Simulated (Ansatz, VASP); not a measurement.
# Cross-check of Sc between VASP and Ansatz

Aim: how closely do two programs agree when they are given the same cell, functional and k mesh? The cell is taken from a series of VASP runs on this material, whose earlier steps may have relaxed, scaled or displaced it; both programs get it as it stands.

Main program and level: Ansatz 0.2.0; plane waves, with VASP 6.6.1 beside it; relaxation of cell and atoms at LDA.

## (1) The structure

Symmetry: P6_3/mmc, No. 194, hexagonal system. The conventional cell has a = 3.234 Å, b = 3.234 Å, c = 4.968 Å, α = 90.00°, β = 90.00°, γ = 120.00°. Nearest to Sc lie 12 Sc at 3.11 to 3.23 Å.

Structure file:

```xyz
2
Lattice="3.2341 0.0000 0.0000 -1.6171 2.8008 0.0000 0.0000 0.0000 4.9678" Properties=species:S:1:pos:R:3 pbc="T T T"
Sc    1.6171    0.9336    3.7258
Sc    0.0000    1.8672    1.2419
```

## (2) VASP: relaxation of cell and atoms, LDA

The relaxed volume is the usual yardstick between codes: its relative difference is about their pressure difference at one cell divided by the bulk modulus.

Lines of VASP's logs that name or quote its potential files are left out, and so is its time.

File INCAR:

```
SYSTEM = Sc
PREC = Accurate
ENCUT = 450
EDIFF = 1E-06
NELM = 100
ISMEAR = 1
SIGMA = 0.1
LREAL = .FALSE.
ALGO = Normal
GGA = CA
NBANDS = 17
LORBIT = 11
LWAVE = .FALSE.
LCHARG = .FALSE.
KPAR = 2
IBRION = 2
NSW = 50
ISIF = 3
EDIFFG = -0.01
```

File POSCAR:

```
Sc
1.0
    3.2341270181      0.0000000000      0.0000000000
   -1.6170635091      2.8008361567      0.0000000000
    0.0000000000      0.0000000000      4.9677604708
Sc
2
Direct
    0.6666666667      0.3333333333      0.7500000000
    0.3333333333      0.6666666667      0.2500000000
```

File KPOINTS:

```
Automatic mesh
0
Gamma
10 10 6
0 0 0
```

PAW data sets: Sc_sv (LDA family, release 64).

Command:

```bash
$ mpirun -np 2 vasp_std
```

Numbers of over 12 decimals in the logs are rounded to 6 here.

Log:

```text
[banner, memory and clock lines left out]
running    2 mpi-ranks, on    1 nodes
 distrk:  each k-point on    1 cores,    2 groups
 distr:  one band on    1 cores,    1 groups

 POSCAR found type information on POSCAR Sc
 POSCAR found :  1 types and       2 ions
 LDA part: xc-table for (Slater(with rela. corr.)+CA(PZ))
 , standard interpolation
 POSCAR, INCAR and KPOINTS ok, starting setup
 FFT: planning ... GRIDC
 FFT: planning ... GRID_SOFT
 FFT: planning ... GRID
 WAVECAR not read
 entering main loop
       N       E                     dE             d eps       ncg     rms          rms(c)
DAV:   1     0.347154304812E+03    0.34715E+03   -0.10256E+04  1912   0.128E+03
DAV:   2     0.428038635124E+01   -0.34287E+03   -0.33625E+03  2496   0.592E+02
DAV:   3    -0.144516980268E+02   -0.18732E+02   -0.17922E+02  3214   0.172E+02
DAV:   4    -0.147320045313E+02   -0.28031E+00   -0.27796E+00  2770   0.188E+01
DAV:   5    -0.147352632020E+02   -0.32587E-02   -0.32572E-02  3312   0.232E+00    0.833E+00
DAV:   6    -0.136227921279E+02    0.11125E+01   -0.24802E+00  2489   0.194E+01    0.252E+00
DAV:   7    -0.134661474464E+02    0.15664E+00   -0.59514E-01  2609   0.859E+00    0.734E-01
DAV:   8    -0.134526242689E+02    0.13523E-01   -0.24572E-02  2791   0.223E+00    0.207E-01
DAV:   9    -0.134518750209E+02    0.74925E-03   -0.45423E-03  2726   0.764E-01    0.186E-02
DAV:  10    -0.134518968528E+02   -0.21832E-04   -0.67455E-05  2946   0.120E-01    0.388E-03
DAV:  11    -0.134518975206E+02   -0.66777E-06   -0.92548E-07  1980   0.115E-02
   1 F= -.13451898E+02 E0= -.13452522E+02  d E =-.134519E+02
 curvature:   0.00 expect dE= 0.000E+00 dE for cont linesearch  0.000E+00
 trial: gam= 0.00000 g(F)=  0.174E-47 g(S)=  0.109E-04 ort = 0.000E+00 (trialstep = 0.100E+01)
 search vector abs. value=  0.109E-04
 reached required accuracy - stopping structural energy minimisation
```

From OUTCAR (step 2):

```text
ion  position               nearest neighbor table
   1  0.667  0.333  0.750-   2 3.11   2 3.11   2 3.11   2 3.11   2 3.11   2 3.11
   2  0.333  0.667  0.250-   1 3.11   1 3.11   1 3.11   1 3.11   1 3.11   1 3.11

  LATTYP: Found a hexagonal cell.
 ALAT       =     3.2341270181
 C/A-ratio  =     1.5360437123

 Subroutine GETGRP returns: Found 24 space group operations
 (whereof 12 operations were pure point group operations)

The static configuration has the point symmetry D_3d.
 The point group associated with its full space group is D_6h.

 Found     56 irreducible k-points:

   k-points           NKPTS =     56   k-points in BZ     NKDIM =     56   number of bands    NBANDS=     17

   dimension x,y,z NGX =    24 NGY =   24 NGZ =   36
   dimension x,y,z NGXF=    48 NGYF=   48 NGZF=   72

   ENCUT  =  450.0 eV  33.07 Ry    5.75 a.u.   5.59  5.59  8.59*2*pi/ulx,y,z

   NELECT =      22.0000    total number of electrons

 k-points in reciprocal lattice and weights: Automatic mesh
   0.00000000  0.00000000  0.00000000       0.002
   0.10000000  0.00000000  0.00000000       0.010
   0.20000000  0.00000000  0.00000000       0.010
   0.30000000  0.00000000  0.00000000       0.010
   0.40000000  0.00000000  0.00000000       0.010
   0.50000000  0.00000000  0.00000000       0.005
   0.10000000  0.10000000  0.00000000       0.010
   0.20000000  0.10000000  0.00000000       0.020
   0.30000000  0.10000000  0.00000000       0.020
[...]
0.40000000  0.20000000  0.50000000       0.010
   0.30000000  0.30000000  0.50000000       0.010

 average (electrostatic) potential at core
       1 -46.4075       2 -46.4075

 E-fermi :   3.9932

 k-point     1 :       0.0000    0.0000    0.0000
  band No.  band energies     occupation
    ...
      6     -23.2796      2.00000
      7     -23.2796      2.00000
      8     -23.2326      2.00000
      9      -1.2245      2.00000
     10       2.2500      2.00000
     11       5.0556     -0.00000
     12       5.6316     -0.00000
     13       5.6316     -0.00000
     14       6.0279      0.00000
     15       6.1632      0.00000
    ...

 k-point     2 :       0.1000    0.0000    0.0000
  band No.  band energies     occupation
    ...
      6     -23.3149      2.00000
      7     -23.2834      2.00000
      8     -23.2418      2.00000
      9      -0.9902      2.00000
     10       2.4386      2.00000
     11       4.7773     -0.00000
     12       5.2602     -0.00000
     13       5.8074     -0.00000
     14       6.0168      0.00000
     15       6.2331      0.00000
    ...

 k-point     3 :       0.2000    0.0000    0.0000
  band No.  band energies     occupation
    ...
      6     -23.4043      2.00000
      7     -23.2944      2.00000
      8     -23.2691      2.00000
      9      -0.3257      2.00000
     10       2.8977      2.00000
     11       4.2129     -0.00804
     12       4.6636     -0.00000
     13       5.7205     -0.00000
     14       5.9330     -0.00000
     15       5.9647     -0.00000
    ...

  Total       -0.0097979     -0.0097979     -0.0161507      0.0000000      0.0000000      0.0000000
  in kB       -0.3488481     -0.3488481     -0.5750379      0.0000000      0.0000000      0.0000000
  external PRESSURE =      -0.4242447 kB  Pullay stress =       0.0000000 kB

  energy-cutoff  :      450.00
  volume of cell :       45.00
      direct lattice vectors                 reciprocal lattice vectors
     3.234127018  0.000000000  0.000000000     0.309202451  0.178518118  0.000000000
    -1.617063509  2.800836157  0.000000000     0.000000000  0.357036236  0.000000000
     0.000000000  0.000000000  4.967760471     0.000000000  0.000000000  0.201297950

 POSITION                                       TOTAL-FORCE (eV/Angst)
 -----------------------------------------------------------------------------------
      1.61706      0.93361      3.72582         0.000000      0.000000      0.000000
     -0.00000      1.86722      1.24194        -0.000000     -0.000000      0.000000
 -----------------------------------------------------------------------------------
    total drift:                               -0.000000      0.000000     -0.000000

  FREE ENERGIE OF THE ION-ELECTRON SYSTEM (eV)
  ---------------------------------------------------
  free  energy   TOTEN  =       -13.4518975206 eV

  energy  without entropy=      -13.4537715310  energy(sigma->0) =      -13.45252219

 reached required accuracy - stopping structural energy minimisation

 total charge
# of ion       s       p       d       tot
------------------------------------------
    1        2.298   6.110   1.098   9.507
    2        2.298   6.110   1.098   9.507
--------------------------------------------------
tot          4.597  12.221   2.196  19.013

[... 3 further parts left out ...]
```

CONTCAR:

```
Sc
   1.00000000000000
     3.2341270181000001    0.0000000000000000    0.0000000000000000
    -1.6170635091000001    2.8008361567000000    0.0000000000000000
     0.0000000000000000    0.0000000000000000    4.9677604708000000
  Sc
     2
Direct
     0.6666666667000030    0.3333333332999970    0.7500000000000000
     0.3333333332999970    0.6666666667000030    0.2500000000000000
```

## (3) Ansatz: relaxation of cell and atoms, LDA

Ansatz runs on its default PAW (the set named soft_2) files.

The same cell, functional (in two slightly different forms), mesh and smearing now go to Ansatz, which takes its cutoff from its data sets.

File input.yaml:

```yaml
crystal:
  lattice:
    - [3.2341270181, 0.0, 0.0]
    - [-1.6170635091, 2.8008361567, 0.0]
    - [0.0, 0.0, 4.9677604708]
  atoms:
    - { symbol: Sc, position: [0.6666666667, 0.3333333333, 0.75] }
    - { symbol: Sc, position: [0.3333333333, 0.6666666667, 0.25] }
hamiltonian:
  xc: lda
  pseudopotentials: { kind: paw }
kpoints:
  mp_grid: { grid: [10, 10, 6] }
scf:
  occupations: { method: methfessel_paxton, width: 0.1 }
relax:
  f_tol: 0.01
  max_steps: 60
  cell: { stress_tol: 0.05 }
output:
  forces: true
  stress: true
```

Command:

```bash
$ ansatz run input.yaml --threads 4 --pin off --max-ram 9216MiB --backend cpu --events-out ev --progress --plain --runs-dir out
```

Log:

```text
Engine: ansatz 0.2.0, aarch64-unknown-linux-gnu
Pseudopotentials: kind: paw
Pseudopotential: Sc, paw, valence charge 11, recommended cutoff 420 eV (normal), Sc.paw.azcp
Functional definition: SPW92
  exchange = slater_x
  correlation = pw_c
Crystal: 2 atoms, lattice volume = 44.999 Å³
Basis set: ecut = 420 eV, 905 PW (Γ)
Bands: 15, of which v1, the nominal top of the filled ones, is band 11 counted from 1 (10 counted from 0)
Symmetry: 24 space group operations
Space group: P63/mmc (ITA 194), of the structure as read, at distance tolerance 3.6e-5 Å
k-points: 56 of 600
Non-local potential: Sc, projectors of the file, l = 0: 3, l = 1: 2, l = 2: 3, l = 3: 1
PAW form: soft (Blöchl's): semilocal exchange-correlation on the pseudo side does not see the compensation charge
PAW frozen core: Sc, regenerated for the run's functional, and the local potential with it (the file was generated under x = pbe(κ = 0.804, μ = 0.219515), c = pbe(β = 0.066725))
PAW one-centre angular grid: Sc, 590 points (default); XC on 64 Gauss nodes
Initial density: superposition of atomic densities (neutral atoms: chi_scale 0, normalization atom), corrected by the library's trained network
Initial wavefunctions: pseudopotential atomic-orbital guess
Functional: x = slater, c = lda
SCF iter   1: F=—  HF=-4178.032898 eV  |F-HF|=—  |Δ(HF+E_count)|=         —  Δρ=5.13e-3  dr2=6.55e-3  ethr=1.77e-3  ⟨swp⟩=3.2  Hψ=3500  notcnv=0
preconditioner: auto → none  [metal: Δε(μ)=0.048 eV  Ē_g=2.604 eV  σ=0.100 eV  W_gap=0.39  n_scr=8 (ndim 8)  ℏωp=13.6 eV  f_vac=0.000  D(μ)=2.81/eV (n_scr^D=22)  sad-step TF]
SCF iter   2: F=—  HF=-4178.031916 eV  |F-HF|=—  |Δ(HF+E_count)|=   9.82e-4  S|Δr|=    0.00e0  Δρ=2.87e-3  dr2=2.21e-3  ethr=2.98e-5  ⟨swp⟩=1.0  Hψ=1288  notcnv=0
SCF iter   3: F=—  HF=-4178.031914 eV  |F-HF|=—  |Δ(HF+E_count)|=   2.57e-6  S|Δr|=    0.00e0  Δρ=4.13e-4  dr2=5.17e-5  ethr=1.00e-5  ⟨swp⟩=1.8  Hψ=935  notcnv=0
SCF iter   4: F=—  HF=-4178.031899 eV  |F-HF|=—  |Δ(HF+E_count)|=   1.45e-5  S|Δr|=    0.00e0  Δρ=3.61e-5  dr2=4.84e-7  ethr=2.35e-7  ⟨swp⟩=2.1  Hψ=1376  notcnv=0
SCF iter   5: F=-4178.031899 eV  HF=-4178.031899 eV  |F-HF|=1.70e-9  |Δ(HF+E_count)|=   1.07e-8  S|Δr|=    0.00e0  Δρ=6.66e-6  dr2=1.09e-8  ethr=4.55e-10  ⟨swp⟩=4.0  Hψ=2509  notcnv=0
SCF 1 converged in 5 iterations: F = -4178.031899 eV  dr2 = 1.09e-8
  greatest PAW one-centre occupation: 0.998 electrons in one spin orbital (limit 2), on the Sc atom at site 1 (counted from 0), in its partial waves of l = 0
relax step   1: F+E_penalty+E_count = -4178.03189918 eV  Δ(F+E_penalty+E_count) = +0.000e0 eV  max|allowed force component| = 6.939e-17 eV/Å  Δτ_max = 0.0000 Å  P = -0.111 GPa  Ω = 44.999 Å³  (5 SCF iters, dr2 threshold 1.00e-7 eV, accepted)
[...]
relax step   2: F+E_penalty+E_count = -4178.03192972 eV  Δ(F+E_penalty+E_count) = -3.053e-5 eV  max|allowed force component| = 3.701e-17 eV/Å  Δτ_max = 0.0000 Å  P = +0.042 GPa  Ω = 44.887 Å³  energy of the carried Pulay correction = +6.139e-6 eV  (3 SCF iters, dr2 threshold 3.74e-8 eV, accepted)
[...]
relax step   3: F+E_penalty+E_count = -4178.03192432 eV  Δ(F+E_penalty+E_count) = +5.394e-6 eV  max|allowed force component| = 4.163e-17 eV/Å  Δτ_max = 0.0000 Å  P = +0.042 GPa  Ω = 44.887 Å³  stress off target by 4.79e-2 GPa  SCF on the basis re-selected at this cell (its energy is not comparable with the rows above)  (4 SCF iters)
basis re-selected at this cell: Δ(F+E_penalty+E_count) = +5.394e-6 eV, ΔP = -0.000 GPa vs the last step (what re-selecting the basis moved, of the pressure what is left beyond the Pulay correction that the steps carried, after the strain that the cell walked since its last selection, with what the two solves' SCF thresholds leave and, on support functions, any second-order correction that the steps lacked; it is no m [...]
SCF converged after 4 iterations
Stability not checked: this state was not tested for a lower state beside it, because cold or Methfessel-Paxton smearing, or corrected tetrahedra, fill the levels in a way that the test cannot read (fill_not_monotonic; see scf.lower_state_search)
Free energy (F): -4178.031924 eV
Harris-Foulkes:  -4178.031924 eV  (|F-HF|=9.09e-13)
Internal energy: -4178.033788 eV  (E = F + TS)
E sigma→0 (E₀):  -4178.032390 eV
Entropy (-TS):   0.001864 eV (0.932 meV/atom)
Fermi energy:    10.069840 eV
Step filling:    the computed levels leave a gap of 0.0511 eV = 0.5 smearing widths at the electron count; against every level under it full and every level over it empty, smearing changes F+E_penalty+E_count by +1.163 meV and its σ→0 estimate by +0.698 meV
--- Per-component energies (eV) ---
  E_band       = -310.977425
  E_kinetic    = 523.047287
  E_local      = -1616.575664  (includes V_loc(G=0)·N_el)
  E_nonlocal   = 174.810927
  E_hartree    = 550.045883
  E_xc         = -206.480604
  E_vxc        = -257.420764  (∫ρ·V_xc dr)
  E_paw        = -1820.414843  (= ΣΔE_a)
  E_vpaw       = -234.930997  (= ΣTr[D̂ρ^β])
  E_aug_tail   = 0.000018  (compensation charges beyond the density's cutoff)
  E_ewald      = -1783.076637
  E_core_change = 0.609846  (= ΣΔE_core)
  E_smearing   = 0.001864  (= −TS)
  E_closure    = 0.000000  (closes the sum)
  Σ components = -4178.031924   (vs F -4178.031924, Δ=0.00e0)
--- Forces (eV/Å), atoms counted from 1 ---
  atom   1  Sc    -0.00000000    -0.00000000    -0.00000000
  atom   2  Sc     0.00000000     0.00000000     0.00000000
  max |Σ_I F_I| component: 2.78e-17 eV/Å
--- Stress (GPa, compression-positive) ---
        0.047927       0.000000       0.000000
        0.000000       0.047927      -0.000000
        0.000000      -0.000000       0.030696
  P = ⅓ Tr σ = 0.0422 GPa (0.422 kbar)
--- Relaxed structure (2 steps of the walk, 2 accepted, 1 SCFs on fresh bases) ---
  F+E_penalty+E_count = -4178.03192432 eV   max|allowed force component| = 4.163e-17 eV/Å   (the final SCF, on the basis selected at the relaxed cell)
  cell:  # Å, volume = 44.8874 Å³
    - [3.231564, 2.8844612186573098e-11, 0.0]
    - [-1.615782, 2.798617, 0.0]
    - [0.0, 0.0, 4.963274]
  atoms:
    - { symbol: Sc, position: [0.666667, 0.333333, 0.75] }
    - { symbol: Sc, position: [0.333333, 0.666667, 0.250000] }
```

The job ended after 1.8 s (4 threads of Arm Neoverse V2, shared host; peak memory 0.34 GiB).

## (4) Differences

Known differences besides the potentials themselves: the two LDA forms differ slightly; both relaxations stop at a tolerance, which leaves soft axes loose, and VASP keeps its plane-wave basis; the cutoff is 420 eV in Ansatz and 450 eV in VASP; VASP's log shows a relativistic correction to its local exchange, Ansatz's none; Ansatz adds a Pulay correction to the stress that steers its cell, VASP none. Total energies have different zeros and are not compared.

Both answers:

| quantity | Ansatz | VASP | difference |
| --- | --- | --- | --- |
| volume (Å³) | 44.89 | 45.00 | -0.25 % |
| edge a after relaxation, in the typed setting (Å) | 3.232 | 3.234 | -0.08 % |
| edge c after relaxation, in the typed setting (Å) | 4.963 | 4.968 | -0.09 % |

The walks stopped with 0.04 GPa left in Ansatz and -0.04 GPa in VASP; each walk ends within a tolerance, so the volume difference is uncertain by about these residues over the bulk modulus, most in soft cells.

## (5) What came out

| Property | Result |
| --- | --- |
| difference in volume (relaxation of cell and atoms, LDA) | -0.25 % |

The difference in volume is -0.25 % (relaxation of cell and atoms, LDA), within the 1.2 % picked in this series as the mark of a large difference, as far as the stopping tolerances let one tell. How closely two codes agree says nothing of how well the functional describes the real material.

[Lines on the potential files, build, host, timing and source positions are cut from VASP's logs without a mark.]

[Logs are printed without paths, hosts, clocks, repeated set-up lines and the standing remarks that a program may print on its own settings, such as how far it seeks lower states.]

[Hosts, paths, dates, database ids (printed as entryN), source tags and the programs' standing remarks are cut or masked in the printed files.]
